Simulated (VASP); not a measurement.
A VASP calculation is set up with these files.

File POSCAR:
```
P
1
    1.6881000000    -5.3448000000    -0.0000000000
    1.6881000000     5.3448000000     0.0000000000
    0.0000000000     0.0000000000     4.4676000000
P
4
Direct
  0.1017000000   0.8983000000   0.9194000000
  0.3983000000   0.6017000000   0.4194000000
  0.6017000000   0.3983000000   0.5806000000
  0.8983000000   0.1017000000   0.0806000000
```

**INCAR**
```
# general
SYSTEM=P
PREC  =Accurate
ENCUT =400   # plane-wave cut-off (eV)
LREAL =.FALSE.   # projection in real space or not
LASPH =.TRUE.   # aspherical one-centre terms

# electronic loop
EDIFF =1E-6   # SCF stop (eV)
NELM  =100
ALGO  =Normal   # blocked Davidson

# smearing
ISMEAR=0
SIGMA =0.05

# functional
GGA   =PE

# ions
ISIF  =2   # forces and stress, cell fixed

# output
LWAVE =.FALSE.
LCHARG=.FALSE.
```

**KPOINTS**
```
Automatic mesh
0
Gamma
5 5 4
0 0 0
```

POTCAR, in this order: P (PBE.64 set). Program: vasp_std.

Task: Write an equivalent input for Ansatz.

Result: One equivalent input (not run):
Ansatz 0.2 input:
```yaml
crystal:
  lattice:
    - [1.6881000, -5.3448000, 0.0000000]
    - [1.6881000, 5.3448000, 0.0000000]
    - [0.0000000, 0.0000000, 4.4676000]
  atoms:
    - { symbol: P, position: [0.1017000, 0.8983000, 0.9194000] }
    - { symbol: P, position: [0.3983000, 0.6017000, 0.4194000] }
    - { symbol: P, position: [0.6017000, 0.3983000, 0.5806000] }
    - { symbol: P, position: [0.8983000, 0.1017000, 0.0806000] }
kpoints:
  mp_grid: { grid: [5, 5, 4] }
hamiltonian:
  xc: pbe
  pseudopotentials: { kind: paw }
scf:
  occupations: { method: gaussian, width: 0.05 }
  max_iter: 100
output: { forces: true, stress: true, eigenvalues: true }
```
What does not carry over: each code has its own PAW files, so the cut-off isn't converted (ENCUT is set for VASP's; basis.ecutwfc is left out, and Ansatz then takes the one that its files recommend); Ansatz stops its SCF on the density residual and VASP on the energy change (EDIFF).

The compound is P in the black structure. The cell was not relaxed at this level.
